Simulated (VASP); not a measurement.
VASP runs on MnO (rock salt, AFM-II order) share one base input (PBE GGA, plane waves, VASP's PBE PAW potentials (set 64)) and change the settings named in each case.

INCAR:
```
! general
SYSTEM =MnO
PREC   =Accurate
ENCUT  =520
LREAL  =.FALSE.
LASPH  =.TRUE.

! electronic loop
EDIFF  =1E-6
NELM   =100
ALGO   =Normal
LMAXMIX=4

! smearing
ISMEAR =0
SIGMA  =0.05

! functional
GGA    =PE

! spin
ISPIN  =2
MAGMOM =5.0 -5.0 2*0.0

! ions
ISIF   =2

! output
LWAVE  =.FALSE.
LCHARG =.FALSE.
LORBIT =10
```

POSCAR:
```
MnO
1
    4.4400000000     2.2200000000     2.2200000000
    2.2200000000     4.4400000000     2.2200000000
    2.2200000000     2.2200000000     4.4400000000
Mn O
2 2
Direct
  0.0000000000   0.0000000000   0.0000000000
  0.5000000000   0.5000000000   0.5000000000
  0.2500000000   0.2500000000   0.2500000000
  0.7500000000   0.7500000000   0.7500000000
```

File KPOINTS:
```
Automatic mesh
0
Gamma
7 7 7
0 0 0
```

POTCAR, in this order: Mn_pv O (PBE.64 set). Program: vasp_std.

```json
[
 {"change": "base run", "E(σ→0) (eV/atom)": "-8.2774", "pressure (GPa)": "0.07"},
 {"change": "LDAU = .TRUE., LDAUJ = 0 0, LDAUL = 2 -1, LDAUTYPE = 2, LDAUU = 1.0 0", "E(σ→0) (eV/atom)": "-8.1276", "pressure (GPa)": "?"},
 {"change": "LDAU = .TRUE., LDAUJ = 0 0, LDAUL = 2 -1, LDAUTYPE = 2, LDAUU = 2.0 0", "E(σ→0) (eV/atom)": "-7.9924", "pressure (GPa)": "?"},
 {"change": "LDAU = .TRUE., LDAUJ = 0 0, LDAUL = 2 -1, LDAUTYPE = 2, LDAUU = 3.0 0", "E(σ→0) (eV/atom)": "-7.8690", "pressure (GPa)": "4.67"},
 {"change": "LDAU = .TRUE., LDAUJ = 0 0, LDAUL = 2 -1, LDAUTYPE = 2, LDAUU = 4.0 0", "E(σ→0) (eV/atom)": "-7.7557", "pressure (GPa)": "5.80"},
 {"change": "LDAU = .TRUE., LDAUJ = 0 0, LDAUL = 2 -1, LDAUTYPE = 2, LDAUU = 5.0 0", "E(σ→0) (eV/atom)": "-7.6512", "pressure (GPa)": "6.80"},
 {"change": "LDAU = .TRUE., LDAUJ = 0 0, LDAUL = 2 -1, LDAUTYPE = 2, LDAUU = 6.0 0", "E(σ→0) (eV/atom)": "-7.5546", "pressure (GPa)": "7.68"},
 {"change": "LDAU = .TRUE., LDAUJ = 0 0, LDAUL = 2 -1, LDAUTYPE = 2, LDAUU = 8.0 0", "E(σ→0) (eV/atom)": "-7.3823", "pressure (GPa)": "9.11"},
 {"change": "LDAU = .TRUE., LDAUJ = 0 0, LDAUL = 2 -1, LDAUTYPE = 2, LDAUU = 5.0 0, LMAXMIX = 2", "E(σ→0) (eV/atom)": "-7.6512", "pressure (GPa)": "6.81"}
]
```

Task: Complete the blanks.

Result: 
- LDAU = .TRUE., LDAUJ = 0 0, LDAUL = 2 -1, LDAUTYPE = 2, LDAUU = 2.0 0, pressure (GPa): 3.35
- LDAU = .TRUE., LDAUJ = 0 0, LDAUL = 2 -1, LDAUTYPE = 2, LDAUU = 1.0 0, pressure (GPa): 1.86

Energies of different potentials or functionals have different zeros.

Left out are runs that ran out of time, are held back, or changed the cell or the kind of run, fixed moments of cells without a moment, rows past the twelfth, gaps on odd meshes, pressures of charged cells and columns that move by less than the noise.

The compound is MnO in the rock salt, AFM-II order structure. The cell was not relaxed at this level. The spin order is the one that the start imposed; others were not tried in this run.
